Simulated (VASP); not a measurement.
These are vdW-DF-cx, VASP's PBE PAW potentials (set 64) (plane waves; VASP) values and carry that method's errors.

A VASP calculation is set up with these files.

POSCAR:
```
CsPbCl3
1
    5.7470319792     0.0000000000     0.0000000000
    0.0000000000     5.7470319792     0.0000000000
    0.0000000000     0.0000000000     5.7470319792
Cs Pb Cl
1 1 3
Direct
  0.0000000000   0.0000000000   0.0000000000
  0.5000000000   0.5000000000   0.5000000000
  0.5000000000   0.0000000000   0.5000000000
  0.0000000000   0.5000000000   0.5000000000
  0.5000000000   0.5000000000   0.0000000000
```

File KPOINTS:
```
Automatic mesh
0
Gamma
4 4 4
0 0 0
```

**INCAR**
```
! general
SYSTEM   = CsPbCl3
PREC     = Accurate
ENCUT    = 520   ! plane-wave cut-off (eV)
LREAL    = F   ! projection in real space or not
LASPH    = T   ! aspherical one-centre terms

! electronic loop
EDIFF    = 1E-7
NELM     = 100   ! most electronic steps
ALGO     = Normal   ! blocked Davidson
LMAXMIX  = 4

! smearing
ISMEAR   = 0   ! Gaussian
SIGMA    = 0.05

! functional
GGA      = CX
LUSE_VDW = T
AGGAC    = 0.0

! ions
ISIF     = 2

! output
LWAVE    = F
LCHARG   = F
```

POTCAR, in this order: Cs_sv Pb_d Cl (PBE.64 set). Program: vasp_std.

What will the output report for the number of irreducible k-points (NKPTS), largest plane-wave count, number of space-group operations, FFT grid (NGX, NGY, NGZ)?

```
Quantity                                      Result
--------------------------------------  ------------
number of irreducible k-points (NKPTS)            10
largest plane-wave count                        5137
number of space-group operations                  48
FFT grid (NGX, NGY, NGZ)                48 × 48 × 48
```

The compound is CsPbCl3 in the cubic perovskite structure, the ideal cubic form; the compound distorts at low or room temperature. This cell is one point of a volume scan, at 1.06 of the reference volume.
